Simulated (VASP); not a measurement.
Here is the system:

```yaml
crystal:
  lattice:
    - [4.00400, 0.00000, 0.00000]
    - [-2.00200, 3.46756, 0.00000]
    - [0.00000, 0.00000, 13.01563]
  atoms:
    - { symbol: Mg, position: [0.00000, 0.00000, 0.00083] }
    - { symbol: Mg, position: [0.00000, 0.00000, 0.50083] }
    - { symbol: Mg, position: [0.66667, 0.33333, 0.75017] }
    - { symbol: Mg, position: [0.33333, 0.66667, 0.25017] }
    - { symbol: S, position: [0.00000, 0.00000, 0.81241] }
    - { symbol: S, position: [0.00000, 0.00000, 0.31241] }
    - { symbol: S, position: [0.66667, 0.33333, 0.56223] }
    - { symbol: S, position: [0.33333, 0.66667, 0.06223] }
```

Computed with r2SCAN meta-GGA, VASP's PBE PAW potentials (set 64) (plane waves; VASP 6.6.1). Run with 400 eV cut-off, 7×7×2 Γ-centred mesh, tetrahedra with Blöchl corrections, potentials Mg S.

### Question
Predict the energy per atom (σ→0), band gap (over mesh and band path) with the smallest direct gap where there is one.

### Answer

- band gap (over mesh and band path) = 4.17 eV
- smallest direct gap (over mesh and band path) = 4.17 eV
- energy per atom (σ→0) = -7.729 eV/atom

Total energies compare only between runs with the same potentials, cut-off and functional.

The structure was generated: MgS was put into the 4H type (P6_3mc), which need not be its known phase. It was relaxed first.
